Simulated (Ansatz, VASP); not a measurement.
# Cross-check of CsO between VASP and Ansatz

Aim: how closely do two programs agree when they are given the same cell, functional and k mesh? Of the first pair: The two relaxations start from unlike cells of this crystal (the structure described is Ansatz's start), so only their ends are compared.

Program: Ansatz 0.2.0. Level of theory: plane waves, with VASP 6.6.1 beside it; relaxation of cell and atoms at LDA. Results are calculated unless marked as measured.

## 1. The structure

It takes space group Immm (No. 71, orthorhombic). The conventional cell has a = 4.322 Å, b = 6.430 Å, c = 7.517 Å, α = 90.00°, β = 90.00°, γ = 90.00°. Nearest to Cs lie 6 O at 2.97 to 3.08 Å. Nearest to O lie 1 O at 1.54 Å and 6 Cs at 2.97 to 3.08 Å. Farther neighbours and most contacts between anions are not listed.

Coordinates:

```cif
data_structure
_symmetry_space_group_name_H-M 'Immm'
_symmetry_Int_Tables_number 71
_cell_length_a 4.3220
_cell_length_b 6.4300
_cell_length_c 7.5170
_cell_angle_alpha 90.000
_cell_angle_beta 90.000
_cell_angle_gamma 90.000
_cell_volume 208.90
loop_
_atom_site_label
_atom_site_type_symbol
_atom_site_symmetry_multiplicity
_atom_site_Wyckoff_symbol
_atom_site_fract_x
_atom_site_fract_y
_atom_site_fract_z
_atom_site_occupancy
Cs1 Cs 4 i 0.00000 0.00000 0.75000 1
O1 O 4 g 0.50000 0.12000 0.50000 1
```

## 2. VASP: relaxation of cell and atoms, LDA, pair 1

The relaxed volume is the usual yardstick between codes: in a stiff, nearly cubic crystal its relative difference is about their pressure difference at one cell divided by the bulk modulus.

Lines of VASP's logs that name or quote its potential files are left out, and so is its time.

The input, INCAR:

```
SYSTEM = CsO
PREC = Accurate
ENCUT = 600
EDIFF = 1E-07
NELM = 120
ISMEAR = 0
SIGMA = 0.1
LREAL = .FALSE.
ALGO = Normal
GGA = CA
NBANDS = 21
LORBIT = 11
LWAVE = .FALSE.
LCHARG = .FALSE.
ISIF = 3
IBRION = 2
NSW = 80
EDIFFG = -0.005
LASPH = .TRUE.
GGA_COMPAT = .FALSE.
NELMIN = 4
EFERMI = MIDGAP
KPAR = 2
```

The input, POSCAR:

```
CsO
1.0
   -2.1011328812      3.1061017173      3.6535891689
    2.1011328812     -3.1061017173      3.6535891689
    2.1011328812      3.1061017173     -3.6535891689
Cs O
2 2
Direct
    0.7487550773      0.7487550773      0.0000000000
    0.2512449227      0.2512449227      0.0000000000
    0.6186906927      0.0000000000      0.6186906927
    0.3813093073      0.0000000000      0.3813093073
```

The input, KPOINTS:

```
Automatic mesh
0
Gamma
6 6 6
0 0 0
```

The projector-augmented-wave data sets are Cs_sv and O (LDA family, release 64).

On the command line:

```bash
$ mpirun -np 2 vasp_std
```

Numbers of over 12 decimals in the logs are rounded to 6 here.

Output:

```text
[banner, memory and clock lines left out]
running    2 mpi-ranks, on    1 nodes
 distrk:  each k-point on    1 cores,    2 groups
 distr:  one band on    1 cores,    1 groups

 POSCAR found type information on POSCAR CsO
 POSCAR found :  2 types and       4 ions
 LDA part: xc-table for (Slater(with rela. corr.)+CA(PZ))
 , standard interpolation
 POSCAR, INCAR and KPOINTS ok, starting setup
 FFT: planning ... GRIDC
 FFT: planning ... GRID_SOFT
 FFT: planning ... GRID
 WAVECAR not read
 entering main loop
       N       E                     dE             d eps       ncg     rms          rms(c)
DAV:   1     0.215650383619E+03    0.21565E+03   -0.15285E+04  1932   0.142E+03
DAV:   2    -0.573491327089E+01   -0.22139E+03   -0.21351E+03  2716   0.256E+02
DAV:   3    -0.213719729322E+02   -0.15637E+02   -0.15567E+02  2457   0.767E+01
DAV:   4    -0.215256662047E+02   -0.15369E+00   -0.15359E+00  2513   0.821E+00
DAV:   5    -0.215270283739E+02   -0.13622E-02   -0.13621E-02  2569   0.696E-01    0.997E+00
DAV:   6    -0.182441072499E+02    0.32829E+01   -0.91461E+00  2606   0.250E+01    0.361E+00
DAV:   7    -0.180987722248E+02    0.14534E+00   -0.15398E+00  2326   0.710E+00    0.232E+00
DAV:   8    -0.180081761996E+02    0.90596E-01   -0.47383E-01  2235   0.458E+00    0.991E-01
DAV:   9    -0.179867492204E+02    0.21427E-01   -0.23584E-01  2285   0.292E+00    0.498E-01
DAV:  10    -0.179849032533E+02    0.18460E-02   -0.59565E-02  2212   0.147E+00    0.253E-01
DAV:  11    -0.179834418813E+02    0.14614E-02   -0.89274E-03  2397   0.619E-01    0.375E-02
DAV:  12    -0.179835321258E+02   -0.90245E-04   -0.10443E-03  2452   0.187E-01    0.370E-02
DAV:  13    -0.179835151007E+02    0.17025E-04   -0.35954E-04  2297   0.107E-01    0.209E-02
DAV:  14    -0.179835067075E+02    0.83933E-05   -0.71228E-05  2312   0.514E-02    0.282E-03
DAV:  15    -0.179835069761E+02   -0.26862E-06   -0.36822E-06  2273   0.123E-02    0.935E-04
DAV:  16    -0.179835070155E+02   -0.39417E-07   -0.19250E-07  2168   0.232E-03
   1 F= -.17983507E+02 E0= -.17983507E+02  d E =-.179835E+02
 curvature:   0.00 expect dE= 0.000E+00 dE for cont linesearch  0.000E+00
 trial: gam= 0.00000 g(F)=  0.936E-05 g(S)=  0.592E-05 ort = 0.000E+00 (trialstep = 0.100E+01)
 search vector abs. value=  0.153E-04
 bond charge predicted
       N       E                     dE             d eps       ncg     rms          rms(c)
DAV:   1    -0.179835343078E+02   -0.27332E-04   -0.30662E-03  2032   0.364E-01    0.329E-02
DAV:   2    -0.179835132191E+02    0.21089E-04   -0.13506E-04  2250   0.726E-02    0.118E-02
DAV:   3    -0.179835083730E+02    0.48461E-05   -0.75300E-06  2402   0.184E-02    0.581E-03
DAV:   4    -0.179835072707E+02    0.11023E-05   -0.49644E-06  2152   0.117E-02    0.145E-03
DAV:   5    -0.179835072483E+02    0.22327E-07   -0.25395E-07  2169   0.311E-03
   2 F= -.17983507E+02 E0= -.17983507E+02  d E =-.232837E-06
 trial-energy change:   -0.000000  1 .order    0.000000   -0.000015    0.000016
 step:   0.5188(harm=  0.4844)  dis= 0.00024  next Energy=   -17.983511 (dE=-0.407E-05)
 bond charge predicted
       N       E                     dE             d eps       ncg     rms          rms(c)
DAV:   1    -0.179835176671E+02   -0.10396E-04   -0.70998E-04  2022   0.175E-01    0.160E-02
DAV:   2    -0.179835127121E+02    0.49549E-05   -0.32303E-05  2227   0.355E-02    0.572E-03
DAV:   3    -0.179835115840E+02    0.11281E-05   -0.17719E-06  2386   0.908E-03    0.286E-03
DAV:   4    -0.179835113160E+02    0.26802E-06   -0.12092E-06  2158   0.576E-03    0.690E-04
DAV:   5    -0.179835113099E+02    0.60620E-08   -0.59299E-08  1236   0.156E-03
   3 F= -.17983511E+02 E0= -.17983511E+02  d E =-.429440E-05
 curvature:  -0.24 expect dE=-0.137E-05 dE for cont linesearch -0.868E-08
 trial: gam= 0.41990 g(F)=  0.212E-05 g(S)=  0.355E-05 ort =-0.742E-06 (trialstep = 0.904E+00)
 search vector abs. value=  0.775E-05
 reached required accuracy - stopping structural energy minimisation
```

From OUTCAR (step 2):

```text
ion  position               nearest neighbor table
   1  0.749  0.749  0.000-
   2  0.251  0.251  0.000-
   3  0.619  0.000  0.619-   4 1.47
   4  0.381  0.000  0.381-   3 1.47

  LATTYP: Found a body centered orthorhombic cell.
 ALAT       =     4.2022657624
 B/A-ratio  =     1.4782985622
 C/A-ratio  =     1.7388663047

 Subroutine GETGRP returns: Found  8 space group operations
 (whereof  8 operations were pure point group operations)

The static configuration has the point symmetry D_2h.

 Found     46 irreducible k-points:

   k-points           NKPTS =     46   k-points in BZ     NKDIM =     46   number of bands    NBANDS=     21

   dimension x,y,z NGX =    42 NGY =   42 NGZ =   42
   dimension x,y,z NGXF=    84 NGYF=   84 NGZF=   84

   ENCUT  =  600.0 eV  44.10 Ry    6.64 a.u.  10.46 10.46 10.46*2*pi/ulx,y,z

   NELECT =      30.0000    total number of electrons

 k-points in reciprocal lattice and weights: Automatic mesh
   0.00000000  0.00000000  0.00000000       0.005
   0.16666667  0.00000000 -0.00000000       0.019
   0.33333333  0.00000000 -0.00000000       0.019
   0.50000000  0.00000000 -0.00000000       0.009
   0.00000000  0.16666667  0.00000000       0.019
   0.16666667  0.16666667 -0.00000000       0.037
   0.33333333  0.16666667 -0.00000000       0.037
   0.50000000  0.16666667  0.00000000       0.037
  -0.33333333  0.16666667  0.00000000       0.037
[...]
-0.33333333 -0.33333333  0.33333333       0.009
   0.50000000  0.50000000  0.50000000       0.005

 average (electrostatic) potential at core
       1 -47.2423       2 -47.2423       3 -73.5274       4 -73.5274

 E-fermi :   3.6760

 k-point     1 :       0.0000    0.0000    0.0000
  band No.  band energies     occupation
    ...
     11      -2.8596      2.00000
     12      -1.4313      2.00000
     13      -1.3190      2.00000
     14       1.8487      2.00000
     15       2.7847      2.00000
     16       4.6295      0.00000
     17       4.8469      0.00000
     18       5.5063      0.00000
     19       6.9323      0.00000
     20       8.0381      0.00000
    ...

 k-point     2 :       0.1667    0.0000   -0.0000
  band No.  band energies     occupation
    ...
     11      -2.7697      2.00000
     12      -1.3629      2.00000
     13      -1.3310      2.00000
     14       1.9148      2.00000
     15       2.6332      2.00000
     16       4.6196      0.00000
     17       5.4491      0.00000
     18       5.9101      0.00000
     19       6.9568      0.00000
     20       8.0353      0.00000
    ...

 k-point     3 :       0.3333    0.0000   -0.0000
  band No.  band energies     occupation
    ...
     11      -2.6729      2.00000
     12      -1.3392      2.00000
     13      -1.2211      2.00000
     14       2.0398      2.00000
     15       2.3498      2.00000
     16       5.0582      0.00000
     17       6.2731      0.00000
     18       6.4995      0.00000
     19       7.2574      0.00000
     20       7.9234      0.00000
    ...

  Total        0.0098837     -0.0046444      0.0132414      0.0000000      0.0000000      0.0000000
  in kB        0.1659887     -0.0779996      0.2223782      0.0000000      0.0000000      0.0000000
  external PRESSURE =       0.1034558 kB  Pullay stress =       0.0000000 kB

  energy-cutoff  :      600.00
  volume of cell :       95.40
      direct lattice vectors                 reciprocal lattice vectors
    -2.101258088  3.106383901  3.653903802     0.000000000  0.160958856  0.136839946
     2.101258088 -3.106383901  3.653903802     0.237952683  0.000000000  0.136839946
     2.101258088  3.106383901 -3.653903802     0.237952683  0.160958856  0.000000000

 POSITION                                       TOTAL-FORCE (eV/Angst)
 -----------------------------------------------------------------------------------
      0.00000      0.00000      5.47171        -0.000000     -0.000000     -0.002431
      0.00000      0.00000      1.83610         0.000000     -0.000000      0.002431
      0.00000      3.84402      0.00000         0.000000     -0.004009     -0.000000
      0.00000      2.36874      0.00000        -0.000000      0.004009      0.000000
 -----------------------------------------------------------------------------------
    total drift:                                0.000000      0.000000      0.000000

  FREE ENERGIE OF THE ION-ELECTRON SYSTEM (eV)
  ---------------------------------------------------
  free  energy   TOTEN  =       -17.9835113099 eV

  energy  without entropy=      -17.9835113099  energy(sigma->0) =      -17.98351131

 reached required accuracy - stopping structural energy minimisation

 total charge
# of ion       s       p       d       tot
------------------------------------------
    1        1.827   4.666   0.088   6.581
    2        1.827   4.666   0.088   6.581
    3        1.561   3.313   0.000   4.875
    4        1.561   3.313   0.000   4.875
--------------------------------------------------
tot          6.776  15.959   0.176  22.911

[... 3 further parts left out ...]
```

CONTCAR:

```
CsO
   1.00000000000000
    -2.1012580876135027    3.1063839012756000    3.6539038016507082
     2.1012580876135027   -3.1063839012756000    3.6539038016507082
     2.1012580876135027    3.1063839012756000   -3.6539038016507082
  Cs              O
     2     2
Direct
     0.7487482254321995    0.7487482254321995    0.0000000000000000
     0.2512517745678005    0.2512517745678005    0.0000000000000000
     0.6187295547963384    0.0000000000000000    0.6187295547963384
     0.3812704452036615    0.0000000000000000    0.3812704452036615
```

## 3. Ansatz: relaxation of cell and atoms, LDA, pair 1

Ansatz runs on its default PAW (the set named soft_2) files.

Its own start cell and the same functional (in two slightly different forms), mesh and smearing now go to Ansatz, which takes its cutoff from its data sets.

The input, input.yaml:

```yaml
crystal:
  lattice:
    - [-2.161, 3.215, 3.7585]
    - [2.161, -3.215, 3.7585]
    - [2.161, 3.215, -3.7585]
  atoms:
    - { symbol: Cs, position: [0.75, 0.75, 0.0] }
    - { symbol: Cs, position: [0.25, 0.25, 0.0] }
    - { symbol: O, position: [0.62, 0.0, 0.62] }
    - { symbol: O, position: [0.38, 0.0, 0.38] }
kpoints:
  mp_grid: { grid: [6, 6, 6] }
hamiltonian:
  xc: lda
scf:
  occupations: { method: gaussian, width: 0.1 }
output:
  forces: true
  stress: true
  eigenvalues: true
relax:
  adjacent_minimum: "off"
  f_tol: 0.05
  max_steps: 80
  cell: { stress_tol: 0.5 }
```

On the command line:

```bash
$ ansatz run input.yaml --threads 4 --pin off --max-ram 7168MiB --backend cpu --events-out ev --progress --plain --runs-dir out
```

Output:

```text
The last accepted step is kept in <dir> (removed where the run ends without a failure and the disk answers)
Engine: ansatz 0.2.0, aarch64-unknown-linux-gnu
Pseudopotentials: kind: paw
Pseudopotential: Cs, paw, valence charge 9, recommended cutoff 420 eV (normal), Cs.paw.azcp
Pseudopotential: O, paw, valence charge 6, recommended cutoff 420 eV (normal), O.paw.azcp
Functional definition: SPW92
  exchange = slater_x
  correlation = pw_c
Crystal: 4 atoms, lattice volume = 104.450 Å³
Basis set: ecut = 420 eV, 2017 PW (Γ)
Bands: 19, of which v1, the nominal top of the filled ones, is band 15 counted from 1 (14 counted from 0)
Symmetry: 8 space group operations
Space group: Immm (ITA 71), of the structure as read, at distance tolerance 4.7e-5 Å
k-points: 46 of 216
Non-local potential: Cs, projectors of the file, l = 0: 3, l = 1: 2, l = 2: 2, l = 3: 2
Non-local potential: O, projectors of the file, l = 0: 2, l = 1: 2, l = 2: 1
PAW form: soft (Blöchl's): semilocal exchange-correlation on the pseudo side does not see the compensation charge
PAW frozen core: Cs, regenerated for the run's functional, and the local potential with it (the file was generated under x = pbe(κ = 0.804, μ = 0.219515), c = pbe(β = 0.066725))
PAW frozen core: O, regenerated for the run's functional, and the local potential with it (the file was generated under x = pbe(κ = 0.804, μ = 0.219515), c = pbe(β = 0.066725))
PAW one-centre angular grid: Cs, 194 points (default); XC on 64 Gauss nodes
PAW one-centre angular grid: O, 110 points (default); XC on 64 Gauss nodes
Initial density: superposition of atomic densities (neutral atoms: chi_scale 0, normalization atom), corrected by the library's trained network
Initial wavefunctions: pseudopotential atomic-orbital guess
Functional: x = slater, c = lda
SCF iter   1: F=—  HF=-12119.669547 eV  |F-HF|=—  |Δ(HF+E_count)|=         —  Δρ=1.38e-2  dr2=2.18e-1  ethr=1.77e-3  ⟨swp⟩=6.0  Hψ=4776  notcnv=0
preconditioner: auto → none  [insulator: Δε(μ)=1.354 eV  Ē_g=9.926 eV  σ=0.100 eV  W_gap=1.00  n_scr=16 (ndim 8)  ℏωp=17.8 eV  f_vac=0.085  D(μ)=0.00/eV (n_scr^D=0)  ε∞_Penn≈4.2]
SCF iter   2: F=—  HF=-12119.663362 eV  |F-HF|=—  |Δ(HF+E_count)|=   6.19e-3  Δρ=1.32e-2  dr2=1.75e-1  ethr=7.26e-4  ⟨swp⟩=2.8  Hψ=2079  notcnv=0
SCF iter   3: F=—  HF=-12119.619861 eV  |F-HF|=—  |Δ(HF+E_count)|=   4.35e-2  Δρ=1.72e-3  dr2=1.58e-3  ethr=5.83e-4  ⟨swp⟩=2.1  Hψ=1481  notcnv=0
SCF iter   4: F=—  HF=-12119.619548 eV  |F-HF|=—  |Δ(HF+E_count)|=   3.13e-4  Δρ=3.31e-4  dr2=1.13e-4  ethr=5.27e-6  ⟨swp⟩=2.9  Hψ=1696  notcnv=0
SCF iter   5: F=—  HF=-12119.619524 eV  |F-HF|=—  |Δ(HF+E_count)|=   2.38e-5  Δρ=6.51e-5  dr2=2.87e-6  ethr=3.77e-7  ⟨swp⟩=3.0  Hψ=1471  notcnv=0
SCF iter   6: F=—  HF=-12119.619525 eV  |F-HF|=—  |Δ(HF+E_count)|=   1.03e-6  Δρ=1.40e-5  dr2=2.75e-7  ethr=9.58e-9  ⟨swp⟩=2.2  Hψ=1346  notcnv=0
SCF iter   7: F=-12119.619525 eV  HF=-12119.619525 eV  |F-HF|=1.55e-10  |Δ(HF+E_count)|=   7.27e-8  Δρ=3.41e-6  dr2=4.30e-9  ethr=3.33e-10  ⟨swp⟩=4.9  Hψ=3803  notcnv=0
SCF 1 converged in 7 iterations: F = -12119.619525 eV  dr2 = 4.30e-9
  greatest PAW one-centre occupation: 0.928 electrons in one spin orbital (limit 2), on the Cs atom at site 1 (counted from 0), in its partial waves of l = 0
relax step   1: F+E_penalty+E_count = -12119.61952468 eV  Δ(F+E_penalty+E_count) = +0.000e0 eV  max|allowed force component| = 1.319e0 eV/Å  Δτ_max = 0.0000 Å  P = -3.786 GPa  Ω = 104.450 Å³  (7 SCF iters, dr2 threshold 1.00e-7 eV, accepted)
[...]
relax step   3: F+E_penalty+E_count = -12119.77651756 eV  Δ(F+E_penalty+E_count) = -1.135e-1 eV  max|allowed force component| = 2.253e-1 eV/Å  Δτ_max = 0.1521 Å  P = +0.129 GPa  Ω = 94.836 Å³  energy of the carried Pulay correction = +2.122e-2 eV  (7 SCF iters, dr2 threshold 4.00e-7 eV, accepted)
[...]
relax step   4: F+E_penalty+E_count = -12119.78356994 eV  Δ(F+E_penalty+E_count) = -7.052e-3 eV  max|allowed force component| = 6.536e-2 eV/Å  Δτ_max = 0.0472 Å  P = -0.156 GPa  Ω = 95.727 Å³  energy of the carried Pulay correction = +1.917e-2 eV  (6 SCF iters, dr2 threshold 4.00e-7 eV, accepted)
[...]
relax step   5: F+E_penalty+E_count = -12119.78433107 eV  Δ(F+E_penalty+E_count) = -7.611e-4 eV  max|allowed force component| = 1.147e-3 eV/Å  Δτ_max = 0.0021 Å  P = -0.014 GPa  Ω = 95.513 Å³  energy of the carried Pulay correction = +1.966e-2 eV  (5 SCF iters, dr2 threshold 2.67e-7 eV, accepted)
[...]
relax step   6: F+E_penalty+E_count = -12119.77186044 eV  Δ(F+E_penalty+E_count) = +1.247e-2 eV  max|allowed force component| = 1.275e-3 eV/Å  Δτ_max = 0.0000 Å  P = -0.243 GPa  Ω = 95.513 Å³  stress off target by 2.77e-1 GPa  SCF on the basis re-selected at this cell (its energy is not comparable with the rows above)  (6 SCF iters)
basis re-selected at this cell: Δ(F+E_penalty+E_count) = +1.247e-2 eV, ΔP = -0.229 GPa vs the last step (what re-selecting the basis moved, of the pressure what is left beyond the Pulay correction that the steps carried, after the strain that the cell walked since its last selection, with what the two solves' SCF thresholds leave and, on support functions, any second-order correction that the steps lacked; it is no measure of the basis error at this ecutwfc). The dense FFT grid was sized anew with the basis: this SCF ran on 36×36×36 points, the steps before it on 40×40×40, so part of this shift can come from that change (see relax.cell in the input reference). [rest of the remark cut]
SCF converged after 6 iterations
Free energy (F): -12119.771860 eV
Harris-Foulkes:  -12119.771860 eV  (|F-HF|=1.82e-12)
Internal energy: -12119.771860 eV  (E = F + TS)
E sigma→0 (E₀):  -12119.771860 eV
Fermi energy:    8.276605 eV
--- Per-component energies (eV) ---
  E_band       = -69.306726
  E_kinetic    = 635.165790
  E_local      = -1355.711959  (includes V_loc(G=0)·N_el)
  E_nonlocal   = 165.506538
  E_hartree    = 523.424142
  E_xc         = -493.272736
  E_vxc        = -443.173362  (∫ρ·V_xc dr)
  E_paw        = -10098.452430  (= ΣΔE_a)
  E_vpaw       = -117.946948  (= ΣTr[D̂ρ^β])
  E_aug_tail   = 0.004846  (compensation charges beyond the density's cutoff)
  E_ewald      = -1497.171006
  E_core_change = 0.734955  (= ΣΔE_core)
  E_smearing   = -0.000000  (= −TS)
  E_closure    = 0.000000  (closes the sum)
  Σ components = -12119.771860   (vs F -12119.771860, Δ=0.00e0)
--- Forces (eV/Å), atoms counted from 1 ---
  atom   1  Cs    -0.00000000    -0.00000000     0.00021567
  atom   2  Cs     0.00000000     0.00000000    -0.00021567
  atom   3  O     -0.00000000    -0.00127469    -0.00000000
  atom   4  O      0.00000000     0.00127469     0.00000000
  max |Σ_I F_I| component: 2.17e-19 eV/Å
--- Stress (GPa, compression-positive) ---
       -0.226388      -0.000000      -0.000000
       -0.000000      -0.276557       0.000000
       -0.000000       0.000000      -0.227141
  P = ⅓ Tr σ = -0.2434 GPa (-2.434 kbar)
--- Band table (eV; the first three rows and the last of 46) ---
  k-point 0: bands = [... 11 lower, 3.1046, 3.2005, 6.4691, 7.3951, 9.1881, 9.4977, 10.0995, 11.5125]
  k-point 1: bands = [... 11 lower, 3.1535, 3.4139, 6.4889, 7.2151, 9.4598, 10.2553, 10.5911, 11.9403]
  k-point 2: bands = [... 11 lower, 3.3652, 3.6475, 6.5184, 6.7316, 9.9368, 10.5755, 11.0723, 11.9728]
  k-point 45: bands = [... 11 lower, 2.9563, 3.5143, 6.5777, 6.7875, 9.1784, 11.1520, 11.2360, 11.3126]
--- Relaxed structure (5 steps of the walk, 5 accepted, 1 SCFs on fresh bases) ---
  F+E_penalty+E_count = -12119.77186044 eV   max|allowed force component| = 1.275e-3 eV/Å   (the final SCF, on the basis selected at the relaxed cell)
  cell:  # Å, volume = 95.5126 Å³
    - [-2.098610, 3.113704, 3.654193]
    - [2.098610, -3.113704, 3.654193]
    - [2.098610, 3.113704, -3.654193]
  atoms:
    - { symbol: Cs, position: [0.747775, 0.747775, 0] }
    - { symbol: Cs, position: [0.252225, 0.252225, 0] }
    - { symbol: O, position: [0.617366, -1.3846402628523138e-18, 0.617366] }
    - { symbol: O, position: [0.382634, -1.3846402628523136e-18, 0.382634] }
```

## 4. Comparison

Known differences besides the potentials themselves: the two LDA forms differ slightly; the cutoff is 420 eV in Ansatz and 600 eV in VASP; VASP's log shows a relativistic correction to its local exchange, Ansatz's none; Ansatz adds a Pulay correction to the stress that steers its cell, VASP none. Total energies have different zeros and are not compared.

Both answers:

```tsv
quantity	Ansatz	VASP	difference
volume (Å³)	95.51	95.40	+0.12 %
edge a after relaxation, in the typed setting (Å)	5.239	5.236	+0.07 %
```

(Continued in part 2 of 2.)

[Lines on the potential files, build, host, timing and source positions are cut from VASP's logs without a mark.]

[Logs are printed without paths, hosts, clocks, repeated set-up lines and the standing remarks that a program may print on its own settings, such as how far it seeks lower states.]

[Hosts, paths, dates, database ids (printed as entryN), source tags and the programs' standing remarks are cut or masked in the printed files.]
